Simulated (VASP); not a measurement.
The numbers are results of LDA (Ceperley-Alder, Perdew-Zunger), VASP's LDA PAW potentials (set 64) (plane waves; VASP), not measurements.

The input files of a VASP run:

**POSCAR**
```
MoSi2
1.0
 -1.5897236259   1.5897236259   3.8851963267
  1.5897236259  -1.5897236259   3.8851963267
  1.5897236259   1.5897236259  -3.8851963267
Si Mo
2 1
Cart
 -0.0000000000   0.0000000000   5.1649106172
 -0.0000000000   0.0000000000   2.6054820362
  0.0000000000   0.0000000000   0.0000000000
```

### KPOINTS
```
K-points
0
Gamma
 12 12 12
0 0 0
```

INCAR:
```
SYSTEM = MoSi2
PREC = Accurate; ENCUT = 400; LREAL = F
LASPH = T
EDIFF = 1E-6; NELM = 100; ALGO = Normal
LMAXMIX = 4
ISMEAR = 1; SIGMA = 0.1
IBRION = 2; NSW = 60; ISIF = 3
EDIFFG = -0.02
LWAVE = F; LCHARG = F
```

POTCAR, in this order: Si Mo_sv (LDA.64 set). Program: vasp_std.

What VASP printed:

File OSZICAR:
```
       N       E                     dE             d eps       ncg     rms          rms(c)
DAV:   1     0.105453729011E+03    0.10545E+03   -0.98932E+03  4938   0.115E+03
DAV:   2    -0.239838957736E+02   -0.12944E+03   -0.12766E+03  5849   0.313E+02
DAV:   3    -0.267187536693E+02   -0.27349E+01   -0.27059E+01  6472   0.415E+01
DAV:   4    -0.267322601396E+02   -0.13506E-01   -0.13505E-01  5618   0.339E+00
DAV:   5    -0.267323727818E+02   -0.11264E-03   -0.11263E-03  6500   0.285E-01    0.234E+01
DAV:   6    -0.259786548035E+02    0.75372E+00   -0.66474E+00  5793   0.192E+01    0.496E+00
DAV:   7    -0.258559125812E+02    0.12274E+00   -0.95418E-01  5576   0.695E+00    0.486E+00
DAV:   8    -0.258167153415E+02    0.39197E-01   -0.11684E-01  6038   0.291E+00    0.378E-01
DAV:   9    -0.258158892358E+02    0.82611E-03   -0.19207E-03  5877   0.402E-01    0.210E-01
DAV:  10    -0.258157809820E+02    0.10825E-03   -0.53981E-04  5982   0.226E-01    0.554E-02
DAV:  11    -0.258157725438E+02    0.84382E-05   -0.12663E-04  5968   0.935E-02    0.200E-02
DAV:  12    -0.258157703244E+02    0.22194E-05   -0.14905E-05  5821   0.278E-02    0.539E-03
DAV:  13    -0.258157702695E+02    0.54855E-07   -0.43319E-07  2816   0.660E-03
   1 F= -.25815770E+02 E0= -.25815615E+02  d E =-.258158E+02
       N       E                     dE             d eps       ncg     rms          rms(c)
DAV:   1    -0.258189172733E+02   -0.31469E-02   -0.10778E-01  5219   0.337E+00    0.382E-01
DAV:   2    -0.258165724300E+02    0.23448E-02   -0.51941E-03  6073   0.661E-01    0.137E-01
DAV:   3    -0.258160493176E+02    0.52311E-03   -0.11568E-03  6045   0.265E-01    0.513E-02
DAV:   4    -0.258159992340E+02    0.50084E-04   -0.21177E-04  5926   0.127E-01    0.437E-02
DAV:   5    -0.258159968985E+02    0.23355E-05   -0.10191E-05  5632   0.255E-02    0.124E-02
DAV:   6    -0.258159968408E+02    0.57613E-07   -0.10833E-06  3044   0.782E-03
   2 F= -.25815997E+02 E0= -.25815889E+02  d E =-.226571E-03
       N       E                     dE             d eps       ncg     rms          rms(c)
DAV:   1    -0.258164440527E+02   -0.44715E-03   -0.13162E-02  5219   0.118E+00    0.134E-01
DAV:   2    -0.258161575290E+02    0.28652E-03   -0.64597E-04  6017   0.233E-01    0.481E-02
DAV:   3    -0.258160936554E+02    0.63874E-04   -0.14100E-04  6045   0.916E-02    0.182E-02
DAV:   4    -0.258160870462E+02    0.66092E-05   -0.27125E-05  5961   0.455E-02    0.152E-02
DAV:   5    -0.258160867539E+02    0.29233E-06   -0.11654E-06  3273   0.891E-03
   3 F= -.25816087E+02 E0= -.25815961E+02  d E =-.316484E-03
```

**OUTCAR**
```
------------------------ aborting loop because EDIFF is reached ----------------------------------------
  FORCE on cell =-STRESS in cart. coord.  units (eV):
  Direction    XX          YY          ZZ          XY          YZ          ZX
  --------------------------------------------------------------------------------------
  Total        0.0086516      0.0086516     -0.0045313      0.0000000      0.0000000      0.0000000
  in kB        0.3532478      0.3532478     -0.1850154      0.0000000      0.0000000      0.0000000
  external PRESSURE =       0.1738267 kB  Pullay stress =       0.0000000 kB
  volume of cell :       39.24
      direct lattice vectors                 reciprocal lattice vectors
    -1.587692914  1.587692914  3.891655104     0.000000000  0.314922360  0.128480039
     1.587692914 -1.587692914  3.891655104     0.314922360  0.000000000  0.128480039
     1.587692914  1.587692914 -3.891655104     0.314922360  0.314922360  0.000000000
 POSITION                                       TOTAL-FORCE (eV/Angst)
 -----------------------------------------------------------------------------------
      0.00000      0.00000      5.17442        -0.000000     -0.000000      0.011592
      0.00000      0.00000      2.60889         0.000000      0.000000     -0.011592
      0.00000      0.00000      0.00000         0.000000      0.000000      0.000000
 -----------------------------------------------------------------------------------
    total drift:                                0.000000     -0.000000      0.000000
  FREE ENERGIE OF THE ION-ELECTRON SYSTEM (eV)
  ---------------------------------------------------
  free  energy   TOTEN  =       -25.8160867539 eV

  energy  without entropy=      -25.8157094776  energy(sigma->0) =      -25.81596100

 reached required accuracy - stopping structural energy minimisation
```
(Selected blocks of OUTCAR.)

CONTCAR:
```
MoSi2
   1.00000000000000
    -1.5876929135425220    1.5876929135425220    3.8916551038140650
     1.5876929135425220   -1.5876929135425220    3.8916551038140650
     1.5876929135425220    1.5876929135425220   -3.8916551038140650
  Si              Mo
     2     1
Direct
     0.6648100820771926    0.6648100820771926    0.0000000000000000
     0.3351899179228074    0.3351899179228074    0.0000000000000000
     0.0000000000000000    0.0000000000000000    0.0000000000000000
```

The compound is MoSi2 in the MoSi2 type structure. This run relaxes it. Symmetry was kept, so distortions that lower it aren't found. The start is the result of an earlier pass.
